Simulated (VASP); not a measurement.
Input:

```yaml
crystal:
  lattice:
    - [0.00000, 2.59646, 2.59646]
    - [2.59646, 0.00000, 2.59646]
    - [2.59646, 2.59646, 0.00000]
  atoms:
    - { symbol: Rh, position: [0.00000, 0.00000, 0.00000] }
    - { symbol: S, position: [0.25000, 0.25000, 0.25000] }
```

Level of theory: PBEsol GGA, VASP's PBE PAW potentials (set 64) (plane waves; VASP). Settings: 400 eV cut-off, Gaussian smearing of 0.050 eV, potentials Rh_pv S.

Question: Give the energies of bands 5 to 13 at the high-symmetry points, in eV from the Fermi level.

Answer: 
```tsv
band	Γ	X	U	L	W
5	-6.32	-7.21	-6.74	-6.54	-6.47
6	-6.32	-4.95	-5.25	-5.89	-5.78
7	-6.32	-4.95	-5.24	-5.89	-4.93
8	-2.79	-3.10	-3.53	-2.51	-3.14
9	-2.79	-2.09	-2.55	-2.51	-3.01
10	2.17	-1.70	-1.87	-2.13	-1.96
11	2.83	-1.16	-0.70	0.95	-1.17
12	2.83	-1.16	-0.16	0.95	0.17
13	2.83	5.42	5.87	4.36	6.72
```

It has no gap at this level: it comes out as a metal or semimetal.

The structure was generated: RhS was put into the zinc blende type (F-43m), which need not be its known phase. It was relaxed first, which changed the volume by -25 %. The electron count is odd and the run is not spin-polarised, which forces a metal.
